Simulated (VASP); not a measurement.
Set up this calculation in VASP 6.6.1, as the native input.

- Task: relaxation of cell and atoms
- Functional: PBEsol
- Potentials or basis: VASP PAW PBE potentials, release 64 (Mg, O)
- Cutoff: 600 eV
- k mesh: 12 × 12 × 12
- Occupations: gaussian, width 0.03 eV
- Spin: no spin polarisation
- Target pressure: 23.2 GPa
- Further INCAR settings: ALGO = Normal; EDIFF = 1e-07; IBRION = 2; EDIFFG = -0.005; NSW = 90; ISIF = 3
- Target pressure: 23.2 GPa

The structure of MgO (Periclase) lies in POSCAR:

```
MgO                                     
1.0
    0.0000000000      2.0256392929      2.0256392929
    2.0256392929     -0.0000000000      2.0256392929
    2.0256392929      2.0256392929      0.0000000000
  Mg              O             
     1     1
Direct
     0.0000000000000000    0.0000000000000000    1.0000000000000000
     0.5000000000000000    0.5000000000000000    0.5000000000000000
```

These files were run (other wordings do the same):

INCAR

```
  PREC = Accurate
  ENCUT = 600
  EDIFF = 1E-7
  ISMEAR = 0
  SIGMA = 0.03
  LREAL = False
  LASPH = True
  NELM = 80
  ALGO = Normal
  ISIF = 3
  LWAVE = False
  LCHARG = False
  GGA = PS
  IBRION = 2
  NSW = 90
  EDIFFG = -0.005
  PSTRESS = 232.0
```

KPOINTS

```
regular mesh
0
Gamma
  12 12 12
```

Potentials or basis: VASP PAW PBE potentials, release 64 (Mg, O).

Run with:

```sh
$ cat potpaw_PBE.64/Mg/POTCAR potpaw_PBE.64/O/POTCAR > POTCAR
$ mpirun -np 1 vasp_std > vasp.out
```

It gave:

| Property | Result |
| --- | --- |
| Pressure after relaxing | 23.3 GPa |
| Band gap on the k mesh | 5.85 eV, direct |

Caveat: the relaxation stopped at its first step, so nothing moved; the cell is relaxed towards a set pressure, so the enthalpy falls and the energy may rise; the PAW data sets were made with another functional, which shifts forces and pressure a little.

Wall time 4.1 s on 1 thread of Intel(R) Xeon(R) 6975P-C (Granite Rapids) (shared host), peak memory 0.14 GiB.
